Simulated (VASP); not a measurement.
Method: SCAN meta-GGA, VASP's PBE PAW potentials (set 64) (plane waves; VASP).

VASP ran on this input.

### INCAR
```
! general
SYSTEM =Cd
PREC   =Accurate
ENCUT  =520
LREAL  =F
LASPH  =T

! electronic loop
EDIFF  =1E-7
NELM   =100
ALGO   =Normal
LMAXMIX=4
LMIXTAU=T

! smearing
ISMEAR =1
SIGMA  =0.1

! functional
METAGGA=SCAN

! ions
IBRION =2
NSW    =30
ISIF   =4
EDIFFG =-0.01

! output
LWAVE  =F
LCHARG =F
```

**POSCAR**
```
Cd
1.0
  1.4990553981  -2.5964404091   0.0000000000
  1.4990553981   2.5964404091   0.0000000000
  0.0000000000   0.0000000000   5.6403147953
Cd
2
direct
  0.3333330000   0.6666670000   0.2500000000
  0.6666670000   0.3333330000   0.7500000000
```

File KPOINTS:
```
Automatic mesh
0
Gamma
14 14 7
0 0 0
```

POTCAR, in this order: Cd (PBE.64 set). Program: vasp_std.

Output of the run:

### OUTCAR
```
 ion  position               nearest neighbor table
   1  0.333  0.667  0.250-   2 3.31   2 3.31   2 3.31   2 3.31   2 3.31   2 3.31
   2  0.667  0.333  0.750-   1 3.31   1 3.31   1 3.31   1 3.31   1 3.31   1 3.31
  LATTYP: Found a hexagonal cell.
 ALAT       =     2.9981110527
 C/A-ratio  =     1.8812894840
 Subroutine PRICEL returns:
 Original cell was already a primitive cell.
 Subroutine GETGRP returns: Found 24 space group operations
The static configuration has the point symmetry D_3d.
 The point group associated with its full space group is D_6h.
The dynamic configuration has the point symmetry D_3d.
 Subroutine INISYM returns: Found 24 space group operations
 Subroutine IBZKPT returns following result:
 Found     96 irreducible k-points:

 Following reciprocal coordinates:
            Coordinates               Weight
  0.000000  0.000000  0.000000      1.000000
  0.071429  0.000000  0.000000      6.000000
  0.142857  0.000000  0.000000      6.000000
  0.214286  0.000000  0.000000      6.000000
  0.285714  0.000000  0.000000      6.000000
  0.357143  0.000000  0.000000      6.000000
  0.428571  0.000000  0.000000      6.000000
  0.500000  0.000000  0.000000      3.000000
  0.071429  0.071429  0.000000      6.000000
  0.142857  0.071429  0.000000     12.000000
  0.214286  0.071429  0.000000     12.000000
  0.285714  0.071429  0.000000     12.000000
  0.357143  0.071429  0.000000     12.000000
  0.428571  0.071429  0.000000     12.000000
  0.142857  0.142857  0.000000      6.000000
  0.214286  0.142857  0.000000     12.000000
  0.285714  0.142857  0.000000     12.000000
  0.357143  0.142857  0.000000     12.000000
  0.428571  0.142857  0.000000      6.000000
  0.214286  0.214286  0.000000      6.000000
  0.285714  0.214286  0.000000     12.000000
  0.357143  0.214286  0.000000     12.000000
...
```

**OSZICAR**
```
       N       E                     dE             d eps       ncg     rms          rms(c)
DAV:   1     0.109070967668E+03    0.10907E+03   -0.13568E+04  3072   0.154E+03
DAV:   2    -0.645535837368E+02   -0.17362E+03   -0.16974E+03  3144   0.384E+02
DAV:   3    -0.682388817780E+02   -0.36853E+01   -0.36800E+01  3856   0.670E+01
DAV:   4    -0.682434297998E+02   -0.45480E-02   -0.45479E-02  3648   0.216E+00
DAV:   5    -0.682434426651E+02   -0.12865E-04   -0.12865E-04  3824   0.102E-01    0.503E+00
DAV:   6    -0.626975664440E+02    0.55459E+01   -0.73672E+00  3088   0.415E+01    0.669E+00
DAV:   7    -0.612934455347E+02    0.14041E+01   -0.20909E-01  3168   0.753E+00    0.419E+00
DAV:   8    -0.608195361836E+02    0.47391E+00   -0.22675E-01  3144   0.535E+00    0.111E+00
DAV:   9    -0.605181639857E+02    0.30137E+00   -0.39411E-01  3216   0.663E+00    0.110E+00
DAV:  10    -0.607440240231E+02   -0.22586E+00   -0.12435E-01  3120   0.308E+00    0.445E-01
DAV:  11    -0.607677716864E+02   -0.23748E-01   -0.99912E-03  3584   0.881E-01    0.161E-01
DAV:  12    -0.607831396716E+02   -0.15368E-01   -0.10197E-02  3488   0.690E-01    0.217E-01
DAV:  13    -0.607869110968E+02   -0.37714E-02   -0.94954E-03  3296   0.808E-01    0.173E-01
DAV:  14    -0.607873363184E+02   -0.42522E-03   -0.18564E-03  3320   0.404E-01    0.444E-02
DAV:  15    -0.607881623202E+02   -0.82600E-03   -0.60945E-04  3272   0.253E-01    0.105E-01
DAV:  16    -0.607882804950E+02   -0.11817E-03   -0.53121E-04  3152   0.264E-01    0.203E-02
DAV:  17    -0.607882696642E+02    0.10831E-04   -0.25559E-04  3136   0.188E-01    0.638E-03
DAV:  18    -0.607883284189E+02   -0.58755E-04   -0.49926E-05  3200   0.903E-02    0.640E-03
DAV:  19    -0.607883299077E+02   -0.14888E-05   -0.67823E-05  3128   0.974E-02    0.313E-03
DAV:  20    -0.607883347337E+02   -0.48260E-05   -0.28117E-06  3712   0.188E-02    0.247E-03
DAV:  21    -0.607883273700E+02    0.73637E-05   -0.31513E-06  3144   0.224E-02    0.264E-03
DAV:  22    -0.607883246085E+02    0.27615E-05   -0.40539E-07  2904   0.763E-03    0.467E-04
DAV:  23    -0.607883251366E+02   -0.52812E-06   -0.65392E-08  2176   0.298E-03    0.371E-04
DAV:  24    -0.607883254740E+02   -0.33741E-06   -0.32431E-08  1768   0.255E-03    0.316E-04
DAV:  25    -0.607883250142E+02    0.45980E-06   -0.16272E-08  1656   0.143E-03    0.156E-04
DAV:  26    -0.607883250411E+02   -0.26914E-07   -0.41746E-09  1648   0.572E-04
   1 F= -.60788325E+02 E0= -.60788196E+02  d E =-.607883E+02
       N       E                     dE             d eps       ncg     rms          rms(c)
DAV:   1    -0.608029440461E+02   -0.14619E-01   -0.63705E-01  3248   0.745E+00    0.558E-01
DAV:   2    -0.607917064116E+02    0.11238E-01   -0.99977E-03  3248   0.105E+00    0.323E-01
DAV:   3    -0.607895549834E+02    0.21514E-02   -0.67386E-03  3160   0.102E+00    0.981E-02
DAV:   4    -0.607906979111E+02   -0.11429E-02   -0.18428E-03  3176   0.506E-01    0.655E-02
DAV:   5    -0.607905414358E+02    0.15648E-03   -0.35261E-04  3248   0.187E-01    0.545E-02
DAV:   6    -0.607908851931E+02   -0.34376E-03   -0.91291E-04  3080   0.339E-01    0.202E-02
DAV:   7    -0.607907691446E+02    0.11605E-03   -0.37611E-04  3072   0.238E-01    0.575E-03
DAV:   8    -0.607907646456E+02    0.44990E-05   -0.12510E-05  3256   0.418E-02    0.345E-03
DAV:   9    -0.607907699758E+02   -0.53302E-05   -0.29635E-06  3248   0.186E-02    0.113E-03
DAV:  10    -0.607907696797E+02    0.29606E-06   -0.12960E-06  3232   0.133E-02    0.710E-04
DAV:  11    -0.607907702059E+02   -0.52620E-06   -0.82470E-08  2488   0.396E-03    0.496E-04
DAV:  12    -0.607907684498E+02    0.17561E-05   -0.57021E-08  2264   0.355E-03    0.184E-04
DAV:  13    -0.607907683927E+02    0.57121E-07   -0.98959E-09  1592   0.135E-03
   2 F= -.60790768E+02 E0= -.60790538E+02  d E =-.244335E-02
       N       E                     dE             d eps       ncg     rms          rms(c)
DAV:   1    -0.609087937308E+02   -0.11803E+00   -0.57102E+00  3232   0.223E+01    0.169E+00
DAV:   2    -0.608041346294E+02    0.10466E+00   -0.10030E-01  3232   0.308E+00    0.971E-01
DAV:   3    -0.607876397229E+02    0.16495E-01   -0.61252E-02  3168   0.302E+00    0.294E-01
DAV:   4    -0.607952538735E+02   -0.76142E-02   -0.18320E-02  3200   0.157E+00    0.196E-01
DAV:   5    -0.607942345213E+02    0.10194E-02   -0.41165E-03  3208   0.615E-01    0.158E-01
DAV:   6    -0.607961386194E+02   -0.19041E-02   -0.59509E-03  3120   0.841E-01    0.385E-02
DAV:   7    -0.607955771224E+02    0.56150E-03   -0.27426E-03  3088   0.646E-01    0.146E-02
DAV:   8    -0.607955384903E+02    0.38632E-04   -0.96467E-05  3248   0.119E-01    0.830E-03
DAV:   9    -0.607955702244E+02   -0.31734E-04   -0.35942E-05  3288   0.653E-02    0.384E-03
DAV:  10    -0.607955640954E+02    0.61290E-05   -0.23446E-05  3184   0.562E-02    0.270E-03
DAV:  11    -0.607955648375E+02   -0.74210E-06   -0.17486E-06  3328   0.167E-02    0.164E-03
DAV:  12    -0.607955606608E+02    0.41767E-05   -0.35297E-07  2576   0.872E-03    0.101E-03
DAV:  13    -0.607955601705E+02    0.49026E-06   -0.21781E-07  2408   0.646E-03    0.458E-04
DAV:  14    -0.607955582320E+02    0.19385E-05   -0.17255E-07  2384   0.533E-03    0.221E-04
DAV:  15    -0.607955582977E+02   -0.65732E-07   -0.24455E-08  1608   0.198E-03
   3 F= -.60795558E+02 E0= -.60795416E+02  d E =-.723326E-02
       N       E                     dE             d eps       ncg     rms          rms(c)
DAV:   1    -0.608050206105E+02   -0.94624E-02   -0.48838E-01  3224   0.652E+00    0.488E-01
DAV:   2    -0.607967096687E+02    0.83109E-02   -0.81736E-03  3248   0.910E-01    0.278E-01
DAV:   3    -0.607948276569E+02    0.18820E-02   -0.47594E-03  3168   0.862E-01    0.840E-02
DAV:   4    -0.607955488460E+02   -0.72119E-03   -0.15412E-03  3216   0.454E-01    0.547E-02
DAV:   5    -0.607954468726E+02    0.10197E-03   -0.39093E-04  3192   0.201E-01    0.450E-02
DAV:   6    -0.607957082140E+02   -0.26134E-03   -0.63512E-04  3120   0.286E-01    0.155E-02
DAV:   7    -0.607956129392E+02    0.95275E-04   -0.31087E-04  3104   0.217E-01    0.430E-03
DAV:   8    -0.607956071046E+02    0.58346E-05   -0.16240E-05  3192   0.473E-02    0.218E-03
DAV:   9    -0.607956122565E+02   -0.51519E-05   -0.15326E-06  3280   0.140E-02    0.766E-04
DAV:  10    -0.607956132629E+02   -0.10064E-05   -0.54186E-07  2944   0.831E-03    0.631E-04
DAV:  11    -0.607956137528E+02   -0.48990E-06   -0.11405E-07  2384   0.441E-03    0.374E-04
DAV:  12    -0.607956123030E+02    0.14498E-05   -0.61938E-08  2328   0.363E-03    0.172E-04
DAV:  13    -0.607956122275E+02    0.75547E-07   -0.45916E-09  1600   0.863E-04
   4 F= -.60795612E+02 E0= -.60795536E+02  d E =-.728719E-02
```

File OUTCAR:
```
------------------------ aborting loop because EDIFF is reached ----------------------------------------
  FORCE on cell =-STRESS in cart. coord.  units (eV):
  Direction    XX          YY          ZZ          XY          YZ          ZX
  --------------------------------------------------------------------------------------
  Total       -0.1433863     -0.1433863     -0.1376525      0.0000000     -0.0000000      0.0000000
  in kB       -5.2322543     -5.2322554     -5.0230239      0.0000000     -0.0000000      0.0000000
  external PRESSURE =      -5.1625112 kB  Pullay stress =       0.0000000 kB
  volume of cell :       43.91
      direct lattice vectors                 reciprocal lattice vectors
     1.475089062 -2.554929453 -0.000000000     0.338962584 -0.195700120  0.000000000
     1.475089062  2.554929453 -0.000000000     0.338962584  0.195700120 -0.000000000
     0.000000000  0.000000000  5.825084505     0.000000000  0.000000000  0.171671329
 POSITION                                       TOTAL-FORCE (eV/Angst)
 -----------------------------------------------------------------------------------
      1.47509      0.85164      1.45627        -0.000000      0.000000      0.000000
      1.47509     -0.85164      4.36881         0.000000     -0.000000      0.000000
 -----------------------------------------------------------------------------------
    total drift:                                0.000000      0.000184      0.000002
  FREE ENERGIE OF THE ION-ELECTRON SYSTEM (eV)
  ---------------------------------------------------
  free  energy   TOTEN  =       -60.7956122275 eV

  energy  without entropy=      -60.7953839320  energy(sigma->0) =      -60.79553613

 reached required accuracy - stopping structural energy minimisation
```
(Selected blocks of OUTCAR.)

File CONTCAR:
```
Cd
   1.00000000000000
     1.4750890615264842   -2.5549294533285152   -0.0000000000000000
     1.4750890615264842    2.5549294533285152   -0.0000000000000000
     0.0000000000000000    0.0000000000000000    5.8250845054119695
  Cd
     2
Direct
     0.3333330000000032    0.6666669999999968    0.2500000000000000
     0.6666669999999968    0.3333330000000032    0.7500000000000000
```

File OUTCAR:
```
 val. band max:        2.7695485625   @ k =   0.0000   0.0000   0.2857

 cond. band min:       2.8041858543   @ k =   0.3571   0.2143   0.0000


 Fermi energy:         2.8013023069

 k-point     1 :       0.0000    0.0000    0.0000
  band No.  band energies     occupation
      1      -7.6388      2.00000
      2      -7.4291      2.00000
      3      -6.9004      2.00000
      4      -6.9000      2.00000
      5      -6.8607      2.00000
      6      -6.8602      2.00000
      7      -6.3672      2.00000
      8      -6.3046      2.00000
      9      -6.3046      2.00000
     10      -6.1115      2.00000
     11      -6.1115      2.00000
     12      -1.0422      2.00000
     13      -0.4243      2.00000
     14      12.3598      0.00000
     15      17.0137      0.00000
     16      18.1778      0.00000

 k-point     2 :       0.0714    0.0000    0.0000
  band No.  band energies     occupation
      1      -7.5775      2.00000
      2      -7.3647      2.00000
      3      -6.9246      2.00000
      4      -6.8827      2.00000
      5      -6.8486      2.00000
      6      -6.8102      2.00000
      7      -6.3482      2.00000
      8      -6.3206      2.00000
      9      -6.2606      2.00000
     10      -6.1835      2.00000
     11      -6.1127      2.00000
     12      -0.9633      2.00000
     13      -0.2157      2.00000
     14      12.5399      0.00000
     15      16.5273      0.00000
     16      17.0407      0.00000

 k-point     3 :       0.1429    0.0000    0.0000
  band No.  band energies     occupation
      1      -7.4410      2.00000
      2      -7.2390      2.00000
      3      -6.9845      2.00000
      4      -6.9016      2.00000
      5      -6.7020      2.00000
      6      -6.6673      2.00000
      7      -6.4898      2.00000
      8      -6.3631      2.00000
      9      -6.3440      2.00000
     10      -6.1183      2.00000
     11      -5.8930      2.00000
     12      -0.7108      2.00000
     13       0.3724      2.00000
...
```

The compound is Cd in the hcp structure. This cell is one point of a volume scan, at 1.03 of the reference volume. Symmetry was kept, so distortions that lower it aren't found.
